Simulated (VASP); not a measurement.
All values below come from MS2 meta-GGA, VASP's PBE PAW potentials (set 64) (plane waves; VASP 6.6.1).

VASP input:

**KPOINTS_OPT**
```
k-points along high-symmetry lines
6
Line-mode
Reciprocal
  0.000000   0.000000   0.000000 ! GAMMA
 -0.000000   0.500000   0.000000 ! M

 -0.000000   0.500000   0.000000 ! M
 -0.333333   0.666667   0.000000 ! K

 -0.333333   0.666667   0.000000 ! K
  0.000000   0.000000   0.000000 ! GAMMA

  0.000000   0.000000   0.000000 ! GAMMA
  0.000000   0.000000   0.500000 ! A

  0.000000   0.000000   0.500000 ! A
 -0.000000   0.500000   0.500000 ! L

 -0.000000   0.500000   0.500000 ! L
 -0.333333   0.666667   0.500000 ! H

 -0.333333   0.666667   0.500000 ! H
  0.000000   0.000000   0.500000 ! A

 -0.000000   0.500000   0.500000 ! L
 -0.000000   0.500000   0.000000 ! M

 -0.333333   0.666667   0.500000 ! H
 -0.333333   0.666667   0.000000 ! K
```

### POSCAR
```
Tc
1
    1.3636174003    -2.3618550075     0.0000000000
    1.3636174003     2.3618550075    -0.0000000000
    0.0000000000    -0.0000000000     4.3805251618
Tc
2
Direct
  0.3333330000   0.6666670000   0.2500000000
  0.6666670000   0.3333330000   0.7500000000
```

**INCAR**
```
ALGO = Normal
EDIFF = 1E-7
ENCUT = 520
ISIF = 2
ISMEAR = -5
LASPH = .TRUE.
LCHARG = .FALSE.
LMAXMIX = 4
LMIXTAU = .TRUE.
LORBIT = 11
LREAL = .FALSE.
LWAVE = .FALSE.
METAGGA = MS2
NEDOS = 601
NELM = 100
PREC = Accurate
SYSTEM = Tc
```

### KPOINTS
```
K-points
0
Gamma
  17 17 9
```

POTCAR, in this order: Tc_pv (PBE.64 set). Program: vasp_std.

The resulting files:

### OSZICAR
```
       N       E                     dE             d eps       ncg     rms          rms(c)
DAV:   1     0.277318934924E+03    0.27732E+03   -0.15650E+04  5642   0.152E+03
DAV:   2    -0.612008286297E+02   -0.33852E+03   -0.33583E+03  6223   0.451E+02
DAV:   3    -0.698770913924E+02   -0.86763E+01   -0.85482E+01  6596   0.879E+01
DAV:   4    -0.699515756891E+02   -0.74484E-01   -0.74239E-01  6470   0.834E+00
DAV:   5    -0.699522386572E+02   -0.66297E-03   -0.65679E-03  6321   0.707E-01    0.557E+01
DAV:   6    -0.187129048336E+02    0.51239E+02   -0.72407E+01  5616   0.109E+02    0.792E+00
DAV:   7    -0.188153244261E+02   -0.10242E+00   -0.29224E+00  6467   0.159E+01    0.825E+00
DAV:   8    -0.176646354123E+02    0.11507E+01   -0.14653E+00  5828   0.135E+01    0.240E+00
DAV:   9    -0.187503077912E+02   -0.10857E+01   -0.84788E-01  5610   0.103E+01    0.258E+00
DAV:  10    -0.187391847233E+02    0.11123E-01   -0.94808E-03  6278   0.104E+00    0.177E+00
DAV:  11    -0.187265990949E+02    0.12586E-01   -0.10360E-01  5944   0.335E+00    0.254E-01
DAV:  12    -0.187265986030E+02    0.49191E-06   -0.60960E-03  5963   0.917E-01    0.243E-02
DAV:  13    -0.187257925878E+02    0.80602E-03   -0.30780E-04  6094   0.185E-01    0.399E-02
DAV:  14    -0.187258318167E+02   -0.39229E-04   -0.83847E-05  5906   0.932E-02    0.364E-02
DAV:  15    -0.187257849281E+02    0.46889E-04   -0.47376E-05  5916   0.658E-02    0.842E-03
DAV:  16    -0.187257971858E+02   -0.12258E-04   -0.37326E-06  6563   0.212E-02    0.115E-03
DAV:  17    -0.187257895845E+02    0.76013E-05   -0.42723E-07  5636   0.669E-03    0.140E-03
DAV:  18    -0.187257929068E+02   -0.33223E-05   -0.13673E-07  2837   0.403E-03    0.116E-03
DAV:  19    -0.187257909777E+02    0.19291E-05   -0.25353E-08  2818   0.178E-03    0.287E-04
DAV:  20    -0.187257918116E+02   -0.83387E-06   -0.18090E-09  2817   0.388E-04    0.126E-04
DAV:  21    -0.187257910629E+02    0.74867E-06   -0.59062E-10  2817   0.240E-04    0.341E-05
DAV:  22    -0.187257915137E+02   -0.45078E-06   -0.11040E-10  2814   0.109E-04    0.429E-05
DAV:  23    -0.187257913020E+02    0.21167E-06   -0.12306E-10  2814   0.116E-04    0.226E-05
DAV:  24    -0.187257913325E+02   -0.30468E-07   -0.14141E-11  2814   0.294E-05
   1 F= -.18725791E+02 E0= -.18725791E+02  d E =0.000000E+00
       N       E                     dE             ncg
```

OUTCAR:
```
------------------------ aborting loop because EDIFF is reached ----------------------------------------
  FORCE on cell =-STRESS in cart. coord.  units (eV):
  Direction    XX          YY          ZZ          XY          YZ          ZX
  --------------------------------------------------------------------------------------
  Total        0.0679277      0.0679277     -0.0428439      0.0000000      0.0000000      0.0000000
  in kB        3.8570510      3.8570523     -2.4327529      0.0000000      0.0000000      0.0000000
  external PRESSURE =       1.7604501 kB  Pullay stress =       0.0000000 kB
  volume of cell :       28.22
      direct lattice vectors                 reciprocal lattice vectors
     1.363617400 -2.361855007  0.000000000     0.366671766 -0.211698008  0.000000000
     1.363617400  2.361855007  0.000000000     0.366671766  0.211698008  0.000000000
     0.000000000  0.000000000  4.380525162     0.000000000  0.000000000  0.228283131
 POSITION                                       TOTAL-FORCE (eV/Angst)
 -----------------------------------------------------------------------------------
      1.36362      0.78729      1.09513        -0.000000      0.000000      0.000000
      1.36362     -0.78729      3.28539         0.000000     -0.000000      0.000000
 -----------------------------------------------------------------------------------
    total drift:                                0.000000      0.000609     -0.000043
  FREE ENERGIE OF THE ION-ELECTRON SYSTEM (eV)
  ---------------------------------------------------
  free  energy   TOTEN  =       -18.7257913325 eV

  energy  without entropy=      -18.7257913325  energy(sigma->0) =      -18.72579133

 total charge

# of ion       s       p       d       tot
------------------------------------------
    1        0.489   6.518   5.093  12.099
    2        0.489   6.518   5.093  12.099
--------------------------------------------------
tot          0.977  13.035  10.186  24.199
```
(Selected blocks of OUTCAR.)

For a metal the tetrahedron method with Blöchl corrections gives inexact stress and forces.

The compound is Tc in the hcp structure. It was relaxed first.
